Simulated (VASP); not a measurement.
Consider the following.

```
CELL_PARAMETERS angstrom
      1.77041    -3.06643     0.00000
      1.77041     3.06643     0.00000
      0.00000     0.00000     5.55799
ATOMIC_POSITIONS crystal
  Tl 0.33333 0.66667 0.25000
  Tl 0.66667 0.33333 0.75000
```

These are r2SCAN meta-GGA, VASP's PBE PAW potentials (set 64) (plane waves; VASP) values and carry that method's errors. Run with 520 eV cut-off, 13×13×8 Γ-centred mesh, tetrahedra with Blöchl corrections, potentials Tl_d.

Question: Give the energies of bands 11 to 16 at the high-symmetry points, in eV from the Fermi level.

Answer: 
```tsv
band	Γ	M	K	A	L	H
11	-10.16	-6.17	-5.02	-8.72	-5.12	-4.54
12	-5.29	-4.96	-5.02	-8.72	-5.12	-4.54
13	-2.69	-0.76	-1.29	3.49	-2.21	-0.95
14	7.56	0.61	1.75	3.49	-2.21	-0.95
15	7.56	1.33	1.75	8.55	5.36	0.25
16	9.65	3.67	2.87	8.55	5.36	0.25
```

It has no gap at this level: it comes out as a metal or semimetal.

The compound is Tl in the hcp structure. It was relaxed first, which changed the volume by +5 %.
